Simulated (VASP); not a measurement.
All values below come from MS2 meta-GGA, VASP's PBE PAW potentials (set 64) (plane waves; VASP).

VASP input:

**INCAR**
```
LEFG = .True.
LORBIT = 11
SYSTEM = HfB2
LCHARG = .False.
ENCUT = 520
NELM = 100
LMAXMIX = 6   # l cut-off of mixed one-centre charges
PREC = Accurate
LREAL = .False.
EDIFF = 1E-7   # SCF stop (eV)
NEDOS = 601
LMIXTAU = .True.
METAGGA = MS2
LASPH = .True.   # aspherical one-centre terms
ISMEAR = -5   # tetrahedra, Bloechl
LWAVE = .False.
ISIF = 2   # forces and stress, cell fixed
ALGO = Normal   # blocked Davidson
```

### KPOINTS_OPT
```
k-points along high-symmetry lines
6
Line-mode
Reciprocal
  0.000000   0.000000   0.000000 ! GAMMA
 -0.000000   0.500000   0.000000 ! M

 -0.000000   0.500000   0.000000 ! M
 -0.333333   0.666667   0.000000 ! K

 -0.333333   0.666667   0.000000 ! K
  0.000000   0.000000   0.000000 ! GAMMA

  0.000000   0.000000   0.000000 ! GAMMA
  0.000000   0.000000   0.500000 ! A

  0.000000   0.000000   0.500000 ! A
 -0.000000   0.500000   0.500000 ! L

 -0.000000   0.500000   0.500000 ! L
 -0.333333   0.666667   0.500000 ! H

 -0.333333   0.666667   0.500000 ! H
  0.000000   0.000000   0.500000 ! A

 -0.000000   0.500000   0.500000 ! L
 -0.000000   0.500000   0.000000 ! M

 -0.333333   0.666667   0.500000 ! H
 -0.333333   0.666667   0.000000 ! K
```

KPOINTS:
```
Regular mesh
0
gamma
13 13 10
```

File POSCAR:
```
HfB2
1
    1.5550831964    -2.6934833317     0.0000000000
    1.5550831964     2.6934833317    -0.0000000000
   -0.0000000000     0.0000000000     3.4834858588
Hf B
1 2
Direct
  0.0000000000   0.0000000000   0.0000000000
  0.3333330000   0.6666670000   0.5000000000
  0.6666670000   0.3333330000   0.5000000000
```

POTCAR, in this order: Hf_pv B (PBE.64 set). Program: vasp_std.

The resulting files:

### OUTCAR
```
 ion  position               nearest neighbor table
   1  0.000  0.000  0.000-   2 2.50   3 2.50   2 2.50   3 2.50   3 2.50   3 2.50   2 2.50   2 2.50
                             3 2.50   3 2.50   2 2.50   2 2.50
   2  0.333  0.667  0.500-   3 1.80   3 1.80   3 1.80   1 2.50   1 2.50   1 2.50   1 2.50   1 2.50
                             1 2.50
   3  0.667  0.333  0.500-   2 1.80   2 1.80   2 1.80   1 2.50   1 2.50   1 2.50   1 2.50   1 2.50
                             1 2.50
  LATTYP: Found a hexagonal cell.
 ALAT       =     3.1101665881
 C/A-ratio  =     1.1200319212
 Subroutine PRICEL returns:
 Original cell was already a primitive cell.
 Subroutine GETGRP returns: Found 24 space group operations
The static configuration has the point symmetry D_6h.
The dynamic configuration has the point symmetry D_6h.
 Subroutine INISYM returns: Found 24 space group operations
 Subroutine IBZKPT returns following result:
 Found    126 irreducible k-points:

 Following reciprocal coordinates:
            Coordinates               Weight
  0.000000  0.000000  0.000000      1.000000
  0.076923  0.000000  0.000000      6.000000
  0.153846  0.000000  0.000000      6.000000
  0.230769  0.000000  0.000000      6.000000
  0.307692  0.000000  0.000000      6.000000
  0.384615  0.000000  0.000000      6.000000
  0.461538  0.000000  0.000000      6.000000
  0.076923  0.076923  0.000000      6.000000
  0.153846  0.076923  0.000000     12.000000
  0.230769  0.076923  0.000000     12.000000
  0.307692  0.076923  0.000000     12.000000
  0.384615  0.076923  0.000000     12.000000
  0.461538  0.076923  0.000000      6.000000
  0.153846  0.153846  0.000000      6.000000
  0.230769  0.153846  0.000000     12.000000
  0.307692  0.153846  0.000000     12.000000
  0.384615  0.153846  0.000000     12.000000
  0.230769  0.230769  0.000000      6.000000
  0.307692  0.230769  0.000000     12.000000
...
```

File OSZICAR:
```
       N       E                     dE             d eps       ncg     rms          rms(c)
DAV:   1     0.275568880243E+02    0.27557E+02   -0.84204E+03  3032   0.127E+03
DAV:   2    -0.267715846179E+02   -0.54328E+02   -0.50549E+02  3804   0.236E+02
DAV:   3    -0.284665090354E+02   -0.16949E+01   -0.16559E+01  3988   0.325E+01
DAV:   4    -0.284808477113E+02   -0.14339E-01   -0.14497E-01  3652   0.321E+00
DAV:   5    -0.284810085437E+02   -0.16083E-03   -0.16877E-03  3940   0.277E-01    0.642E+01
DAV:   6    -0.128655817108E+02    0.15615E+02   -0.47466E+00  3664   0.257E+01    0.377E+01
DAV:   7    -0.118914012043E+02    0.97418E+00   -0.27673E+00  3860   0.155E+01    0.327E+00
DAV:   8    -0.118368176433E+02    0.54584E-01   -0.23857E+00  3376   0.185E+01    0.135E+01
DAV:   9    -0.118344847217E+02    0.23329E-02   -0.37189E-02  3764   0.214E+00    0.129E+01
DAV:  10    -0.130862857130E+02   -0.12518E+01   -0.59225E-01  3220   0.104E+01    0.260E+00
DAV:  11    -0.130913672887E+02   -0.50816E-02   -0.23121E-02  3580   0.199E+00    0.283E+00
DAV:  12    -0.130987231525E+02   -0.73559E-02   -0.10924E-02  3468   0.110E+00    0.410E-01
DAV:  13    -0.131010648209E+02   -0.23417E-02   -0.88248E-03  3396   0.111E+00    0.360E-01
DAV:  14    -0.130995808671E+02    0.14840E-02   -0.23460E-03  3624   0.543E-01    0.683E-01
DAV:  15    -0.131027856254E+02   -0.32048E-02   -0.16236E-03  3500   0.548E-01    0.247E-01
DAV:  16    -0.131027252423E+02    0.60383E-04   -0.17281E-04  3368   0.159E-01    0.119E-01
DAV:  17    -0.131027526197E+02   -0.27377E-04   -0.60143E-06  3612   0.318E-02    0.112E-01
DAV:  18    -0.131026665942E+02    0.86026E-04   -0.73390E-05  3732   0.770E-02    0.778E-02
DAV:  19    -0.131026766664E+02   -0.10072E-04   -0.76937E-06  3792   0.303E-02    0.604E-02
DAV:  20    -0.131026744836E+02    0.21828E-05   -0.54796E-06  3740   0.244E-02    0.183E-02
DAV:  21    -0.131026825953E+02   -0.81117E-05   -0.61830E-07  3396   0.103E-02    0.740E-03
DAV:  22    -0.131026774201E+02    0.51752E-05   -0.40385E-07  3764   0.715E-03    0.189E-03
DAV:  23    -0.131026792512E+02   -0.18311E-05   -0.73133E-08  1796   0.345E-03    0.152E-03
DAV:  24    -0.131026789998E+02    0.25144E-06   -0.10660E-08  1708   0.141E-03    0.108E-03
DAV:  25    -0.131026803562E+02   -0.13565E-05   -0.53557E-09  1700   0.980E-04    0.753E-04
DAV:  26    -0.131026801288E+02    0.22744E-06   -0.10460E-09  1652   0.274E-04    0.468E-04
DAV:  27    -0.131026804328E+02   -0.30399E-06   -0.45447E-10  1632   0.222E-04    0.309E-04
DAV:  28    -0.131026806547E+02   -0.22191E-06   -0.59085E-10  1608   0.200E-04    0.143E-04
DAV:  29    -0.131026805721E+02    0.82555E-07   -0.18704E-10  1608   0.132E-04
   1 F= -.13102681E+02 E0= -.13102681E+02  d E =0.000000E+00
       N       E                     dE             ncg
```

OUTCAR:
```
------------------------ aborting loop because EDIFF is reached ----------------------------------------
  FORCE on cell =-STRESS in cart. coord.  units (eV):
  Direction    XX          YY          ZZ          XY          YZ          ZX
  --------------------------------------------------------------------------------------
  Total        0.0257539      0.0257539     -0.0694623     -0.0000000      0.0000000     -0.0000000
  in kB        1.4139724      1.4139726     -3.8137114     -0.0000000      0.0000000     -0.0000000
  external PRESSURE =      -0.3285888 kB  Pullay stress =       0.0000000 kB
  volume of cell :       29.18
      direct lattice vectors                 reciprocal lattice vectors
     1.555083196 -2.693483332  0.000000000     0.321526206 -0.185633226  0.000000000
     1.555083196  2.693483332  0.000000000     0.321526206  0.185633226  0.000000000
     0.000000000  0.000000000  3.483485859     0.000000000  0.000000000  0.287068770
 POSITION                                       TOTAL-FORCE (eV/Angst)
 -----------------------------------------------------------------------------------
      0.00000      0.00000      0.00000         0.000000      0.000000     -0.000000
      1.55508      0.89783      1.74174        -0.000000     -0.000000      0.000000
      1.55508     -0.89783      1.74174         0.000000     -0.000000     -0.000000
 -----------------------------------------------------------------------------------
    total drift:                               -0.000000     -0.000000      0.000000
  FREE ENERGIE OF THE ION-ELECTRON SYSTEM (eV)
  ---------------------------------------------------
  free  energy   TOTEN  =       -13.1026805721 eV

  energy  without entropy=      -13.1026805721  energy(sigma->0) =      -13.10268057

 total charge

# of ion       s       p       d       tot
------------------------------------------
    1        0.276   6.585   1.882   8.743
    2        0.674   1.293   0.000   1.967
    3        0.674   1.293   0.000   1.967
--------------------------------------------------
tot          1.624   9.170   1.882  12.677

 Electric field gradients after diagonalization (V/A^2)
 (convention: |V_zz| > |V_xx| > |V_yy|)
----------------------------------------------------------------------
 ion       V_xx      V_yy      V_zz     asymmetry (V_yy - V_xx)/ V_zz
----------------------------------------------------------------------
   1     -46.479   -46.475    92.954       0.000
   2      -2.082    -2.082     4.164       0.000
   3      -2.082    -2.082     4.164       0.000
```
(Selected blocks of OUTCAR.)

For a metal the tetrahedron method with Blöchl corrections gives inexact stress and forces.

The compound is HfB2 in the AlB2 type structure. It was relaxed first.
